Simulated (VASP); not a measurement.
# Y3F: band structure with SCAN

Y3F:

```
CELL_PARAMETERS angstrom
6.26665 0.00000 0.00000
-3.13333 5.42708 0.00000
0.00000 0.00000 3.36199
ATOMIC_POSITIONS crystal
Y 0.50000 0.00000 0.00000
Y 0.00000 0.50000 0.00000
Y 0.50000 0.50000 0.00000
F 0.00000 0.00000 0.00000
```

The cell was built by a generator and needn't be a form met in nature.

| Item | Value |
| --- | --- |
| Program | VASP 6.6.1 |
| Task | band structure |
| Functional | SCAN |
| Potentials or basis | VASP PAW PBE potentials, release 64 (Y_sv, F) |
| Cutoff | 520 eV |
| k mesh | 4 × 4 × 6 |
| Occupations | fermi-dirac, width 0.05 eV |
| Spin | no spin polarisation |
| Further INCAR settings | ALGO = Normal; EDIFF = 1e-06 |

The pressure is -0.7 GPa. The band gap along the path is none (metal or under the smearing width).

Stress tensor (GPa, compression positive):
```
-1.13  0.00  0.00
 0.00 -1.13  0.00
 0.00  0.00  0.11
```

Levels at the corners of the path, in eV from the Fermi level:
```tsv
point	band 17	band 18	band 19	band 20	band 21	band 22	band 23	band 24
Γ	-3.80	-1.34	-1.04	-1.04	0.17	0.40	0.40	1.42
M	-2.91	-1.98	-0.40	-0.29	0.24	0.55	1.07	1.19
M	-2.91	-1.98	-0.40	-0.29	0.24	0.55	1.07	1.19
K	-2.35	-2.35	-0.65	0.15	0.15	0.25	1.40	1.41
K	-2.35	-2.35	-0.65	0.15	0.15	0.25	1.40	1.41
Γ	-3.80	-1.34	-1.04	-1.04	0.17	0.40	0.40	1.42
Γ	-3.80	-1.34	-1.04	-1.04	0.17	0.40	0.40	1.42
A	-2.26	-2.10	-0.70	-0.70	0.07	0.07	0.32	0.88
A	-2.26	-2.10	-0.70	-0.70	0.07	0.07	0.32	0.88
L	-1.61	-0.80	-0.79	-0.35	0.19	1.08	1.18	1.37
L	-1.61	-0.80	-0.79	-0.35	0.19	1.08	1.18	1.37
H	-1.21	-1.21	-0.39	0.20	0.20	0.72	0.72	0.95
H	-1.21	-1.21	-0.39	0.20	0.20	0.72	0.72	0.95
A	-2.26	-2.10	-0.70	-0.70	0.07	0.07	0.32	0.88
L	-1.61	-0.80	-0.79	-0.35	0.19	1.08	1.18	1.37
M	-2.91	-1.98	-0.40	-0.29	0.24	0.55	1.07	1.19
K	-2.35	-2.35	-0.65	0.15	0.15	0.25	1.40	1.42
H	-1.21	-1.21	-0.39	0.20	0.20	0.72	0.72	0.95
```

Wall time 6.6 min on 1 thread of Intel(R) Xeon(R) 6975P-C (Granite Rapids) (shared host), peak memory 0.28 GiB.

Caveat: the PAW data sets were made with another functional, which shifts forces and pressure a little.
